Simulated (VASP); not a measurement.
Computed with r2SCAN meta-GGA, VASP's PBE PAW potentials (set 64) (plane waves; VASP).

VASP ran on this input.

KPOINTS:
```
Automatic mesh
0
Gamma
8 8 1
0 0 0
```

INCAR:
```
! general
SYSTEM  = CeO2
PREC    = Accurate
ENCUT   = 520
LREAL   = .FALSE.
LASPH   = .TRUE.

! electronic loop
EDIFF   = 1E-7
NELM    = 100
ALGO    = Normal
LMAXMIX = 6
LMIXTAU = .TRUE.

! smearing
ISMEAR  = -5

! functional
METAGGA = R2SCAN

! ions
ISIF    = 2

! output
LWAVE   = .FALSE.
LCHARG  = .FALSE.
LORBIT  = 11
NEDOS   = 601

! other
LEFG    = .TRUE.
```

KPOINTS_OPT:
```
k-points along high-symmetry lines
20
Line-mode
Reciprocal
  0.000000   0.000000   0.000000 ! GAMMA
  0.500000   0.000000   0.000000 ! M

  0.500000   0.000000   0.000000 ! M
  0.333333   0.333333   0.000000 ! K

  0.333333   0.333333   0.000000 ! K
  0.000000   0.000000   0.000000 ! GAMMA
```

**POSCAR**
```
CeO2
1
    3.4000775995     0.0000000000    -0.0000000000
   -1.7000387998     2.9445540507     0.0000000000
    0.0000000000     0.0000000000    15.3212815539
Ce O
1 2
Direct
  0.6666670000   0.3333330000   0.5000000000
  0.3333330000   0.6666670000   0.4225328907
  0.3333330000   0.6666670000   0.5774671093
```

POTCAR, in this order: Ce O (PBE.64 set). Program: vasp_std.

The resulting files:

OSZICAR:
```
       N       E                     dE             d eps       ncg     rms          rms(c)
DAV:   1     0.270946869677E+03    0.27095E+03   -0.10742E+04   320   0.137E+03
DAV:   2     0.110646327613E+02   -0.25988E+03   -0.25259E+03   544   0.293E+02
DAV:   3    -0.615017391745E+02   -0.72566E+02   -0.70291E+02   424   0.194E+02
DAV:   4    -0.652635320752E+02   -0.37618E+01   -0.37602E+01   472   0.558E+01
DAV:   5    -0.655722941718E+02   -0.30876E+00   -0.30870E+00   584   0.123E+01    0.308E+01
DAV:   6    -0.593795287542E+02    0.61928E+01   -0.85282E+01   496   0.564E+01    0.242E+01
DAV:   7    -0.598811915678E+02   -0.50166E+00   -0.23687E+02   480   0.164E+02    0.198E+01
DAV:   8    -0.551650592082E+02    0.47161E+01   -0.10998E+01   480   0.313E+01    0.114E+01
DAV:   9    -0.537255694826E+02    0.14395E+01   -0.50468E+00   488   0.163E+01    0.858E+00
DAV:  10    -0.536742062509E+02    0.51363E-01   -0.24491E-01   496   0.417E+00    0.826E+00
DAV:  11    -0.536725047197E+02    0.17015E-02   -0.17692E-02   520   0.917E-01    0.827E+00
DAV:  12    -0.534433484763E+02    0.22916E+00   -0.22289E-02   552   0.166E+00    0.797E+00
DAV:  13    -0.529117736064E+02    0.53157E+00   -0.64226E-01   496   0.855E+00    0.631E+00
DAV:  14    -0.516162906678E+02    0.12955E+01   -0.27540E+00   488   0.170E+01    0.212E+00
DAV:  15    -0.516447004665E+02   -0.28410E-01   -0.13205E-01   512   0.320E+00    0.226E+00
DAV:  16    -0.516206176909E+02    0.24083E-01   -0.15549E+00   504   0.105E+01    0.428E+00
DAV:  17    -0.516445569988E+02   -0.23939E-01   -0.12941E-01   536   0.339E+00    0.505E+00
DAV:  18    -0.524572099848E+02   -0.81265E+00   -0.40211E+00   496   0.141E+01    0.137E+01
DAV:  19    -0.521965151128E+02    0.26069E+00   -0.20321E-01   576   0.377E+00    0.121E+01
DAV:  20    -0.522022612222E+02   -0.57461E-02   -0.67680E-03   464   0.539E-01    0.121E+01
DAV:  21    -0.522107693486E+02   -0.85081E-02   -0.84121E-04   584   0.171E-01    0.121E+01
DAV:  22    -0.523821473882E+02   -0.17138E+00   -0.51858E-01   552   0.674E+00    0.152E+01
DAV:  23    -0.514110383543E+02    0.97111E+00   -0.63750E+00   496   0.184E+01    0.579E+00
DAV:  24    -0.513311700835E+02    0.79868E-01   -0.92672E-01   480   0.834E+00    0.310E+00
DAV:  25    -0.513571127982E+02   -0.25943E-01   -0.15924E-01   488   0.387E+00    0.398E+00
DAV:  26    -0.513593257669E+02   -0.22130E-02   -0.36992E-02   432   0.183E+00    0.436E+00
DAV:  27    -0.513419794446E+02    0.17346E-01   -0.17362E-02   520   0.129E+00    0.441E+00
DAV:  28    -0.513133017933E+02    0.28678E-01   -0.39820E-01   496   0.541E+00    0.382E+00
DAV:  29    -0.513217105879E+02   -0.84088E-02   -0.71339E-03   472   0.714E-01    0.406E+00
DAV:  30    -0.513174076815E+02    0.43029E-02   -0.65708E-03   528   0.897E-01    0.361E+00
DAV:  31    -0.513013701426E+02    0.16038E-01   -0.92559E-03   528   0.773E-01    0.310E+00
DAV:  32    -0.512905325914E+02    0.10838E-01   -0.12358E-02   528   0.118E+00    0.238E+00
DAV:  33    -0.512815744966E+02    0.89581E-02   -0.17892E-02   568   0.132E+00    0.177E+00
DAV:  34    -0.512716416092E+02    0.99329E-02   -0.22535E-02   512   0.143E+00    0.113E+00
DAV:  35    -0.512790813401E+02   -0.74397E-02   -0.44580E-02   560   0.206E+00    0.114E+00
DAV:  36    -0.512767478667E+02    0.23335E-02   -0.82494E-03   528   0.885E-01    0.976E-01
DAV:  37    -0.512718734244E+02    0.48744E-02   -0.11875E-02   480   0.107E+00    0.617E-01
DAV:  38    -0.512708995112E+02    0.97391E-03   -0.57346E-03   536   0.775E-01    0.384E-01
DAV:  39    -0.512709108373E+02   -0.11326E-04   -0.12100E-02   496   0.102E+00    0.110E-01
DAV:  40    -0.512719279507E+02   -0.10171E-02   -0.82902E-04   400   0.274E-01    0.113E-01
DAV:  41    -0.512719638943E+02   -0.35944E-04   -0.24581E-03   504   0.498E-01    0.184E-01
DAV:  42    -0.512709568020E+02    0.10071E-02   -0.12526E-03   320   0.443E-01    0.146E-01
DAV:  43    -0.512713569271E+02   -0.40013E-03   -0.45328E-04   520   0.203E-01    0.977E-02
DAV:  44    -0.512711937834E+02    0.16314E-03   -0.97591E-05   328   0.138E-01    0.898E-02
DAV:  45    -0.512712594915E+02   -0.65708E-04   -0.11614E-03   320   0.407E-01    0.798E-02
DAV:  46    -0.512715162419E+02   -0.25675E-03   -0.54598E-05   400   0.834E-02    0.868E-02
DAV:  47    -0.512716510457E+02   -0.13480E-03   -0.22863E-05   336   0.627E-02    0.872E-02
DAV:  48    -0.512718199367E+02   -0.16889E-03   -0.48232E-05   336   0.893E-02    0.820E-02
DAV:  49    -0.512719414772E+02   -0.12154E-03   -0.54909E-05   480   0.709E-02    0.636E-02
DAV:  50    -0.512720717366E+02   -0.13026E-03   -0.20790E-04   432   0.139E-01    0.285E-02
DAV:  51    -0.512721126916E+02   -0.40955E-04   -0.82137E-05   488   0.793E-02    0.169E-02
DAV:  52    -0.512720948826E+02    0.17809E-04   -0.63491E-06   344   0.312E-02    0.153E-02
DAV:  53    -0.512721075435E+02   -0.12661E-04   -0.74597E-06   344   0.292E-02    0.139E-02
DAV:  54    -0.512721114667E+02   -0.39233E-05   -0.39180E-06   504   0.158E-02    0.153E-02
DAV:  55    -0.512721089759E+02    0.24908E-05   -0.35603E-06   488   0.189E-02    0.951E-03
DAV:  56    -0.512721025266E+02    0.64494E-05   -0.43853E-06   512   0.214E-02    0.282E-03
DAV:  57    -0.512721108585E+02   -0.83319E-05   -0.13593E-06   376   0.124E-02    0.285E-03
DAV:  58    -0.512721123205E+02   -0.14620E-05   -0.36947E-07   384   0.755E-03    0.299E-03
DAV:  59    -0.512721133523E+02   -0.10318E-05   -0.22689E-07   320   0.612E-03    0.223E-03
DAV:  60    -0.512721133849E+02   -0.32630E-07   -0.11875E-07   248   0.467E-03
   1 F= -.51272113E+02 E0= -.51272113E+02  d E =0.000000E+00
       N       E                     dE             ncg
       N       E                     dE             ncg
       N       E                     dE             ncg
       N       E                     dE             ncg
       N       E                     dE             ncg
       N       E                     dE             ncg
```

**OUTCAR**
```
------------------------ aborting loop because EDIFF is reached ----------------------------------------
  FORCE on cell =-STRESS in cart. coord.  units (eV):
  Direction    XX          YY          ZZ          XY          YZ          ZX
  --------------------------------------------------------------------------------------
  Total       -0.0659128     -0.0659128     -0.1251200      0.0000000      0.0000000      0.0000000
  in kB       -0.6884566     -0.6884568     -1.3068745      0.0000000      0.0000000      0.0000000
  external PRESSURE =      -0.8945960 kB  Pullay stress =       0.0000000 kB
  volume of cell :      153.39
      direct lattice vectors                 reciprocal lattice vectors
     3.400077599  0.000000000  0.000000000     0.294110934  0.169805000  0.000000000
    -1.700038800  2.944554051  0.000000000     0.000000000  0.339610000  0.000000000
     0.000000000  0.000000000 15.321281554     0.000000000  0.000000000  0.065268692
 POSITION                                       TOTAL-FORCE (eV/Angst)
 -----------------------------------------------------------------------------------
      1.70004      0.98152      7.66064         0.000000      0.000000      0.000000
     -0.00000      1.96304      6.47375        -0.000000      0.000000      0.000134
     -0.00000      1.96304      8.84754        -0.000000      0.000000     -0.000134
 -----------------------------------------------------------------------------------
    total drift:                                0.002348     -0.001329      0.000000
  FREE ENERGIE OF THE ION-ELECTRON SYSTEM (eV)
  ---------------------------------------------------
  free  energy   TOTEN  =       -51.2721133849 eV

  energy  without entropy=      -51.2721133849  energy(sigma->0) =      -51.27211338

 total charge

# of ion       s       p       d       f       tot
--------------------------------------------------
    1        2.084   5.791   0.992   0.955   9.822
    2        1.586   3.411   0.000   0.000   4.997
    3        1.586   3.411   0.000   0.000   4.997
--------------------------------------------------
tot          5.257  12.613   0.992   0.955  19.816

 Electric field gradients after diagonalization (V/A^2)
 (convention: |V_zz| > |V_xx| > |V_yy|)
----------------------------------------------------------------------
 ion       V_xx      V_yy      V_zz     asymmetry (V_yy - V_xx)/ V_zz
----------------------------------------------------------------------
   1      48.779    48.775   -97.554       0.000
   2       9.219     9.216   -18.435       0.000
   3       9.219     9.216   -18.435       0.000
```
(Selected blocks of OUTCAR.)

The cell holds a wide vacuum, so values per volume refer to the whole cell.

The cell is a sheet with vacuum, built from a generated structure. The run is not spin-polarised, so no magnetic state was tried.
